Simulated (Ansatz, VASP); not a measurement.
# Rb2LiBF6 in two plane-wave programs

One calculation is typed for both programs; each brings its own data sets. How far apart do they land? The cell is invented: As first built, before any earlier steps moved the atoms (in the runner's words): B for Al in the Rb2LiAlF6 structure of space group Fm-3m. It may not be a known or stable phase. The two relaxations start from unlike cells of this crystal (the structure described is Ansatz's start), so only their ends are compared.

Program: Ansatz 0.2.0. Level of theory: plane waves, with VASP 6.6.1 beside it; relaxation of cell and atoms at LDA. Results are calculated unless marked as measured.

## 1. Set-up

The structure is cubic, space group Fm-3m (No. 225). The conventional cell has a = 8.070 Å, b = 8.070 Å, c = 8.070 Å, α = 90.00°, β = 90.00°, γ = 90.00°. Nearest to Rb lie 12 F at 2.86 Å and 4 B at 3.49 Å and 4 Li at 3.49 Å. Nearest to Li lie 6 F at 2.21 Å. B has 6 F at 1.82 Å and 8 Rb at 3.49 Å nearest. Nearest to F lie 1 B at 1.82 Å and 1 Li at 2.21 Å and 4 Rb at 2.86 Å. It derives from Rb2LiAlF6. As first built, before any earlier steps moved the atoms (in the runner's words): B for Al in the Rb2LiAlF6 structure of space group Fm-3m. Farther neighbours and most contacts between anions are not listed.

## 2. VASP: relaxation of cell and atoms, LDA

The relaxed volume is the usual yardstick between codes: in a stiff, nearly cubic crystal its relative difference is about their pressure difference at one cell divided by the bulk modulus.

Lines of VASP's logs that name or quote its potential files are left out, and so is its time.

Contents of INCAR:

```
SYSTEM = Rb2LiBF6
PREC = Accurate
ENCUT = 750
EDIFF = 1E-07
NELM = 120
ISMEAR = 0
SIGMA = 0.03
LREAL = .FALSE.
ALGO = Normal
GGA = CA
NBANDS = 43
LORBIT = 11
LWAVE = .FALSE.
LCHARG = .FALSE.
ISIF = 3
IBRION = 2
NSW = 80
EDIFFG = -0.005
LASPH = .TRUE.
GGA_COMPAT = .FALSE.
NELMIN = 4
EFERMI = MIDGAP
KPAR = 2
```

Contents of POSCAR:

```
Rb2LiBF6
1.0
    0.0000000000      3.8520005779      3.8520005779
    3.8520005779      0.0000000000      3.8520005779
    3.8520005779      3.8520005779      0.0000000000
Rb Li B F
2 1 1 6
Direct
    0.7500000000      0.7500000000      0.7500000000
    0.2500000000      0.2500000000      0.2500000000
    0.5000000000      0.5000000000      0.5000000000
    0.0000000000      0.0000000000      0.0000000000
    0.7874288858      0.2125711142      0.2125711142
    0.2125711142      0.2125711142      0.7874288858
    0.2125711142      0.7874288858      0.7874288858
    0.2125711142      0.7874288858      0.2125711142
    0.7874288858      0.2125711142      0.7874288858
    0.7874288858      0.7874288858      0.2125711142
```

Contents of KPOINTS:

```
Automatic mesh
0
Gamma
6 6 6
0 0 0
```

The projector-augmented-wave data sets are Rb_sv, Li_sv, B and F (LDA family, release 64).

Run with:

```console
$ mpirun -np 2 vasp_std
```

Numbers of over 12 decimals in the logs are rounded to 6 here.

The program printed:

```text
[banner, memory and clock lines left out]
running    2 mpi-ranks, on    1 nodes
 distrk:  each k-point on    1 cores,    2 groups
 distr:  one band on    1 cores,    1 groups

 POSCAR found type information on POSCAR RbLiB F
 POSCAR found :  4 types and      10 ions
 LDA part: xc-table for (Slater(with rela. corr.)+CA(PZ))
 , standard interpolation
 POSCAR, INCAR and KPOINTS ok, starting setup
 FFT: planning ... GRIDC
 FFT: planning ... GRID_SOFT
 FFT: planning ... GRID
 WAVECAR not read
 entering main loop
       N       E                     dE             d eps       ncg     rms          rms(c)
DAV:   1     0.563114780400E+03    0.56311E+03   -0.45192E+04  1376   0.204E+03
DAV:   2    -0.188432900719E+02   -0.58196E+03   -0.56599E+03  1691   0.424E+02
DAV:   3    -0.527391471381E+02   -0.33896E+02   -0.33703E+02  1724   0.991E+01
DAV:   4    -0.559621906136E+02   -0.32230E+01   -0.32152E+01  2352   0.163E+01
DAV:   5    -0.559937443185E+02   -0.31554E-01   -0.31551E-01  1664   0.223E+00    0.129E+01
DAV:   6    -0.526285466795E+02    0.33652E+01   -0.12389E+01  1615   0.227E+01    0.772E+00
DAV:   7    -0.526144057536E+02    0.14141E-01   -0.11054E+00  1784   0.520E+00    0.414E+00
DAV:   8    -0.525699304567E+02    0.44475E-01   -0.13647E-01  1649   0.235E+00    0.850E-01
DAV:   9    -0.525635198266E+02    0.64106E-02   -0.27618E-02  1936   0.101E+00    0.164E-01
DAV:  10    -0.525638632180E+02   -0.34339E-03   -0.34971E-03  1907   0.257E-01    0.716E-02
DAV:  11    -0.525638683298E+02   -0.51119E-05   -0.11494E-04  1856   0.651E-02    0.189E-02
DAV:  12    -0.525638686008E+02   -0.27096E-06   -0.24596E-05  1741   0.319E-02    0.593E-03
DAV:  13    -0.525638689536E+02   -0.35280E-06   -0.12586E-06  1880   0.575E-03    0.208E-03
DAV:  14    -0.525638688849E+02    0.68699E-07   -0.20662E-07  1384   0.298E-03
   1 F= -.52563869E+02 E0= -.52563869E+02  d E =-.525639E+02
[...]
2 F= -.52563972E+02 E0= -.52563972E+02  d E =-.103316E-03
[...]
3 F= -.52563977E+02 E0= -.52563977E+02  d E =-.107707E-03
[...]
4 F= -.52564019E+02 E0= -.52564019E+02  d E =-.424142E-04
 trial-energy change:   -0.000042  1 .order   -0.000044   -0.000061   -0.000026
 step:   1.7007(harm=  1.7007)  dis= 0.00111  next Energy=   -52.564030 (dE=-0.538E-04)
 bond charge predicted
       N       E                     dE             d eps       ncg     rms          rms(c)
DAV:   1    -0.525641331243E+02   -0.11413E-03   -0.12158E-02  1388   0.652E-01    0.867E-02
DAV:   2    -0.525640380773E+02    0.95047E-04   -0.56423E-04  1725   0.136E-01    0.196E-02
DAV:   3    -0.525640301621E+02    0.79152E-05   -0.22281E-05  1671   0.275E-02    0.919E-03
DAV:   4    -0.525640285213E+02    0.16408E-05   -0.77378E-06  1917   0.151E-02    0.363E-03
DAV:   5    -0.525640285355E+02   -0.14188E-07   -0.83651E-07  1673   0.493E-03
   5 F= -.52564029E+02 E0= -.52564029E+02  d E =-.519439E-04
 curvature:  -1.03 expect dE=-0.262E-07 dE for cont linesearch -0.724E-10
 trial: gam=-0.00658 g(F)=  0.651E-08 g(S)=  0.189E-07 ort =-0.734E-07 (trialstep = 0.111E+01)
 search vector abs. value=  0.298E-07
 reached required accuracy - stopping structural energy minimisation
```

Parts of OUTCAR (step 2):

```text
ion  position               nearest neighbor table
   1  0.750  0.750  0.750-   7 2.74   9 2.74  10 2.74   5 2.74   8 2.74  10 2.74   5 2.74   6 2.74
                             9 2.74   6 2.74   7 2.74   8 2.74   4 3.34   3 3.34   3 3.34   4 3.34
   2  0.250  0.250  0.250-   5 2.74   6 2.74   8 2.74   7 2.74   8 2.74  10 2.74   6 2.74   7 2.74
                             9 2.74   5 2.74   9 2.74  10 2.74   3 3.34   4 3.34   4 3.34   4 3.34
   3  0.500  0.500  0.500-   5 2.21   6 2.21   7 2.21   8 2.21   9 2.21  10 2.21   2 3.34   2 3.34
                             1 3.34   2 3.34   2 3.34   1 3.34   1 3.34   1 3.34
   4  0.000  0.000  0.000-   5 1.64   6 1.64   7 1.64   8 1.64   9 1.64  10 1.64   1 3.34   1 3.34
                             1 3.34   2 3.34   1 3.34   2 3.34   2 3.34   2 3.34
   5  0.787  0.213  0.213-   4 1.64   3 2.21   2 2.74   1 2.74   1 2.74   2 2.74
   6  0.213  0.213  0.787-   4 1.64   3 2.21   2 2.74   1 2.74   1 2.74   2 2.74
   7  0.213  0.787  0.787-   4 1.64   3 2.21   1 2.74   1 2.74   2 2.74   2 2.74
   8  0.213  0.787  0.213-   4 1.64   3 2.21   2 2.74   1 2.74   1 2.74   2 2.74
   9  0.787  0.213  0.787-   4 1.64   3 2.21   1 2.74   1 2.74   2 2.74   2 2.74
  10  0.787  0.787  0.213-   4 1.64   3 2.21   1 2.74   1 2.74   2 2.74   2 2.74

  LATTYP: Found a face centered cubic cell.
 ALAT       =     7.7040011558

 Subroutine GETGRP returns: Found 48 space group operations
 (whereof 48 operations were pure point group operations)

The static configuration has the point symmetry O_h .

 Found     16 irreducible k-points:

   k-points           NKPTS =     16   k-points in BZ     NKDIM =     16   number of bands    NBANDS=     43

   dimension x,y,z NGX =    50 NGY =   50 NGZ =   50
   dimension x,y,z NGXF=   100 NGYF=  100 NGZF=  100

   ENCUT  =  750.0 eV  55.12 Ry    7.42 a.u.  12.16 12.16 12.16*2*pi/ulx,y,z

   NELECT =      66.0000    total number of electrons

 k-points in reciprocal lattice and weights: Automatic mesh
   0.00000000  0.00000000  0.00000000       0.005
   0.16666667  0.00000000  0.00000000       0.037
   0.33333333  0.00000000  0.00000000       0.037
   0.50000000  0.00000000  0.00000000       0.019
   0.16666667  0.16666667  0.00000000       0.028
   0.33333333  0.16666667  0.00000000       0.111
   0.50000000  0.16666667  0.00000000       0.111
  -0.33333333  0.16666667  0.00000000       0.111
  -0.16666667  0.16666667  0.00000000       0.056
[...]
-0.33333333  0.33333333  0.16666667       0.111
  -0.33333333  0.50000000  0.16666667       0.056

 average (electrostatic) potential at core
       1 -33.8959       2 -33.8959       3 -65.8832       4 -38.7911       5 -77.2933
       6 -77.2933       7 -77.2933       8 -77.2933       9 -77.2933      10 -77.2933

 E-fermi :   2.5761

 k-point     1 :       0.0000    0.0000    0.0000
  band No.  band energies     occupation
    ...
     29      -1.5708      2.00000
     30      -1.5708      2.00000
     31      -1.1343      2.00000
     32      -1.1343      2.00000
     33      -1.1343      2.00000
     34       6.2866      0.00000
     35       8.1991      0.00000
     36       8.1991      0.00000
     37       8.1991      0.00000
     38       8.5006      0.00000
    ...

 k-point     2 :       0.1667    0.0000    0.0000
  band No.  band energies     occupation
    ...
     29      -1.6036      2.00000
     30      -1.6036      2.00000
     31      -1.1768      2.00000
     32      -1.1768      2.00000
     33      -1.1697      2.00000
     34       6.6232      0.00000
     35       8.2516      0.00000
     36       8.4972      0.00000
     37       8.4972      0.00000
     38       8.8349      0.00000
    ...

 k-point     3 :       0.3333    0.0000    0.0000
  band No.  band energies     occupation
    ...
     29      -1.6403      2.00000
     30      -1.6403      2.00000
     31      -1.2519      2.00000
     32      -1.2519      2.00000
     33      -1.2482      2.00000
     34       7.3676      0.00000
     35       8.3116      0.00000
     36       9.1551      0.00000
     37       9.1551      0.00000
     38       9.7718      0.00000
    ...

  Total        0.0011439      0.0011439      0.0011439      0.0000000      0.0000000      0.0000000
  in kB        0.0160737      0.0160737      0.0160737      0.0000000      0.0000000      0.0000000
  external PRESSURE =       0.0160737 kB  Pullay stress =       0.0000000 kB

  energy-cutoff  :      750.00
  volume of cell :      114.02
      direct lattice vectors                 reciprocal lattice vectors
     0.000000000  3.848677948  3.848677948    -0.129914741  0.129914741  0.129914741
     3.848677948 -0.000000000  3.848677948     0.129914741 -0.129914741  0.129914741
     3.848677948  3.848677948  0.000000000     0.129914741  0.129914741 -0.129914741

 POSITION                                       TOTAL-FORCE (eV/Angst)
 -----------------------------------------------------------------------------------
      5.77302      5.77302      5.77302        -0.000000     -0.000000     -0.000000
      1.92434      1.92434      1.92434         0.000000      0.000000     -0.000000
      3.84868      3.84868      3.84868        -0.000000     -0.000000     -0.000000
      0.00000      0.00000      0.00000        -0.000000      0.000000     -0.000000
      1.63719      3.84868      3.84868         0.000150      0.000000     -0.000000
      3.84868      3.84868      1.63719        -0.000000      0.000000      0.000150
      6.06016      3.84868      3.84868        -0.000150      0.000000     -0.000000
      3.84868      1.63719      3.84868        -0.000000      0.000150     -0.000000
      3.84868      6.06016      3.84868        -0.000000     -0.000150     -0.000000
      3.84868      3.84868      6.06016        -0.000000      0.000000     -0.000150
 -----------------------------------------------------------------------------------
    total drift:                               -0.000000     -0.000000      0.000000

  FREE ENERGIE OF THE ION-ELECTRON SYSTEM (eV)
  ---------------------------------------------------
  free  energy   TOTEN  =       -52.5640285355 eV

  energy  without entropy=      -52.5640285355  energy(sigma->0) =      -52.56402854

 reached required accuracy - stopping structural energy minimisation

 total charge
# of ion       s       p       d       tot
------------------------------------------
    1        1.944   5.360   0.044   7.348
    2        1.944   5.360   0.044   7.348
    3        1.998   0.032   0.000   2.029
    4        0.510   0.936   0.000   1.446
    5        1.724   4.380   0.000   6.104
    6        1.724   4.380   0.000   6.104
    7        1.724   4.380   0.000   6.104
    8        1.724   4.380   0.000   6.104
    9        1.724   4.380   0.000   6.104
   10        1.724   4.380   0.000   6.104
--------------------------------------------------
tot         16.739  37.970   0.088  54.797

[... 3 further parts left out ...]
```

The run keeps the 48 symmetry operations of its start, so it cannot find a distortion of lower symmetry.

[end of part 1 of 2]

[Lines on the potential files, build, host, timing and source positions are cut from VASP's logs without a mark.]

[Logs are printed without paths, hosts, clocks, repeated set-up lines and the standing remarks that a program may print on its own settings, such as how far it seeks lower states.]

[Hosts, paths, dates, database ids (printed as entryN), source tags and the programs' standing remarks are cut or masked in the printed files.]
